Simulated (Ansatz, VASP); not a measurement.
## Two plane-wave programs on Rb4NCl

```xyz
6
Lattice="6.9516 0.0000 0.0000 0.0000 6.9516 0.0000 0.0000 0.0000 6.9516" Properties=species:S:1:pos:R:3 pbc="T T T"
Rb    1.8926    1.8926    1.8926
Rb    5.0590    5.0590    1.8926
Rb    5.0590    1.8926    5.0590
Rb    1.8926    5.0590    5.0590
N     3.4758    3.4758    3.4758
Cl    0.0000    0.0000    0.0000
```

The cell was built by a generator and needn't be a form met in nature.

Alike in both runs: task single point; functional PBE; k mesh 6 × 6 × 6; occupations gaussian, width 0.1 eV; collinear spin.

```csv
,VASP,Ansatz
version,VASP 6.6.1,Ansatz 0.2.0
potentials or method,"VASP PAW PBE potentials, release 64 (Rb_sv, N, Cl)","scalar-relativistic, plane waves, PAW"
plane-wave cutoff (eV),520,420
valence electrons in the cell,48,48
```

|  | VASP | Ansatz | Ansatz less VASP |
| --- | --- | --- | --- |
| gap on the k mesh at the Fermi level (eV) | none | none | - |
| pressure (GPa) | 0.1 | 0.0 | -0.02 |
| rms of the force components (eV/Å) | 0.001 | 0.004 | +0.0031 |
| net moment per atom (μB) | 0.09 | 0.09 | -0.001 |
| size of the moment on the site where the two differ most (μB) | 0.54 | 0.76 | +0.218 |

Site moments also hang on the region over which each program counts them. Atom by atom the forces differ by 0.005 eV/Å (rms over components). A gap of «none» marks a metal or a gap that the smearing closes. Ansatz warned: «stability_check_not_made».
